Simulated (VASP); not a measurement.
Write the native input for VASP 6.6.1 that does the following.

* Task: single point
* Functional: LDA
* Potentials or basis: VASP PAW LDA potentials, release 64 (Au, Ta_pv, S)
* Cutoff: 520 eV
* k mesh: 4 × 4 × 4
* Occupations: gaussian, width 0.05 eV
* Spin: no spin polarisation
* Dipole correction: no
* Further INCAR settings: ALGO = Normal; EDIFF = 1e-06; NBANDS = 28

The structure of TaAuS3 lies in POSCAR:

```
TaAuS3
1.0
    4.6806625531      0.0000000000      0.0000000000
    0.0000000000      4.6806625531      0.0000000000
    0.0000000000      0.0000000000      4.6806625531
Au Ta S
1 1 3
Direct
    0.0000000000      0.0000000000      0.0000000000
    0.5000000000      0.5000000000      0.5000000000
    0.5000000000      0.5000000000      0.0000000000
    0.5000000000      0.0000000000      0.5000000000
    0.0000000000      0.5000000000      0.5000000000
```

The cell comes from a database or a generator and needn't be the stable form of this composition.

The input as run:

INCAR

```
PREC = Accurate
ENCUT = 520
EDIFF = 1E-6
ISMEAR = 0
SIGMA = 0.05
LREAL = False
LASPH = True
NELM = 100
ALGO = Normal
ISIF = 2
LWAVE = False
LCHARG = True
GGA = CA
LELF = True
LVHAR = True
NBANDS = 28
```

KPOINTS

```
Automatic mesh
0
Gamma
  4 4 4
```

Potentials or basis: VASP PAW LDA potentials, release 64 (Au, Ta_pv, S).

The run is started by

```bash
$ cat potpaw_LDA.64/Au/POTCAR potpaw_LDA.64/Ta_pv/POTCAR potpaw_LDA.64/S/POTCAR > POTCAR
$ mpirun -np 1 vasp_std > vasp.out
```

Results of the run:

```
Pressure               : 0.4 GPa
Band gap on the k mesh : none (metal or under the smearing width)
```

Run time: 12 s on 1 thread of Intel(R) Xeon(R) 6975P-C (Granite Rapids), on a shared host, peak memory 0.18 GiB.
